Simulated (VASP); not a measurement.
Write the native input for VASP 6.6.1 that does the following.

```yaml
Task: relaxation of cell and atoms
Functional: PBE
Potentials_or_basis: VASP PAW PBE potentials, release 64 (Be, Se, O)
Cutoff: 520 eV
k_mesh: 4 × 4 × 3
Occupations: gaussian, width 0.05 eV
Spin: no spin polarisation
Further_INCAR_settings: PREC = Normal; LREAL = Auto; ALGO = Fast; EDIFF = 1e-05; ISYM = 0; IBRION = 2; EDIFFG = -0.03; NSW = 110; ISIF = 3
```

The structure of Be3Se2O lies in POSCAR:

```
Be3Se2O
1.0
    3.0057186400     -5.2356018700      0.0213972500
    2.9259574400      5.1898137400     -0.1745680600
   -4.2628864000     -0.0886673600      6.3401506800
Be Se O
6 4 2
Direct
    0.3637151100      0.1074613700      0.1573417900
    0.3632601200      0.1161549600      0.6069575300
    0.0953003200      0.3634271200      0.1424135800
    0.1264357200      0.3944596700      0.6391545400
    0.7432023700      0.7459303800      0.0352613900
    0.7574818900      0.7767832500      0.5503842100
    0.3373256000      0.6569827800      0.9961123200
    0.3522196600      0.6456059500      0.5055657200
    0.6542232100      0.3423921000      0.9933266000
    0.6845180500      0.3282007400      0.4971185900
    0.0498761600      0.0613781000      0.0712268000
    0.0732979000      0.0682902600      0.5939991600
```

The cell was built by a generator and needn't be a form met in nature.

One way to write it, as run:

INCAR

```
SYSTEM = Be3Se2O
ALGO = Fast
EDIFF = 1E-5
EDIFFG = -0.03
ENCUT = 520
GGA = PE
IBRION = 2
ISIF = 3
ISMEAR = 0
ISYM = 0
LASPH = .True.
LCHARG = .False.
LREAL = Auto
LWAVE = .False.
NELM = 80
NSW = 110
PREC = Normal
SIGMA = 0.05
```

KPOINTS

```
k-points
0
Gamma
  4 4 3
  0 0 0
```

Potentials or basis: VASP PAW PBE potentials, release 64 (Be, Se, O).

Launch:

```console
$ cat potpaw_PBE.64/Be/POTCAR potpaw_PBE.64/Se/POTCAR potpaw_PBE.64/O/POTCAR > POTCAR
$ mpirun -np 1 vasp_std > vasp.out
```

It gave:

- Relaxed volume: 14.90 Å³/atom
- Relaxed cell: a = 5.791 Å, b = 5.790 Å, c = 7.348 Å, α = 105.68°, β = 105.64°, γ = 120.30°
- Space group after relaxing (to 0.05 Å): Cm (No. 8)
- Energy gained by relaxing: 141.9 meV/atom
- Ionic steps: 25
- Pressure after relaxing: 0.0 GPa
- Largest force after relaxing: 0.027 eV/Å
- Band gap on the k mesh: 2.83 eV, direct

Caveat: an odd mesh through Γ misses points on the zone boundary, where band edges often lie.

It took 7.8 min on 1 thread of Intel(R) Xeon(R) 6975P-C (Granite Rapids), on a shared host, peak memory 0.31 GiB.
